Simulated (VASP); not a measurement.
All values below come from r2SCAN meta-GGA, VASP's PBE PAW potentials (set 64) (plane waves; VASP).

The input files of a VASP run:

### KPOINTS
```
Automatic mesh
0
Gamma
9 9 9
0 0 0
```

**POSCAR**
```
ZnSe
1
   -0.0000000000     2.8335220098     2.8335220098
    2.8335220098    -0.0000000000     2.8335220098
    2.8335220098     2.8335220098     0.0000000000
Zn Se
1 1
Direct
  0.0000000000   0.0000000000   0.0000000000
  0.7500000000   0.7500000000   0.7500000000
```

**INCAR**
```
ALGO = Normal
NSW = 20
METAGGA = R2SCAN
IBRION = 2   ! conjugate gradients
ISMEAR = 0   ! Gaussian
ISIF = 2
EDIFFG = -0.03
LASPH = .TRUE.   ! aspherical one-centre terms
SIGMA = 0.05
LCHARG = .FALSE.
NELM = 100   ! most electronic steps
NELMIN = 4
LMIXTAU = .TRUE.
PREC = Normal
ENCUT = 400   ! plane-wave cut-off (eV)
LREAL = .FALSE.
LMAXMIX = 4
EDIFF = 1E-5
LWAVE = .FALSE.
SYSTEM = ZnSe
```

POTCAR, in this order: Zn Se (PBE.64 set). Program: vasp_std.

Question: What will the output report for the number of irreducible k-points (NKPTS), largest plane-wave count, number of space-group operations, FFT grid (NGX, NGY, NGZ)?

Answer: 
The number of irreducible k-points (NKPTS) is 35 and the largest plane-wave count comes out as 869. The number of space-group operations is 24. The FFT grid (NGX, NGY, NGZ) is 20 × 20 × 20.

The compound is ZnSe in the zinc blende structure. It was relaxed first.
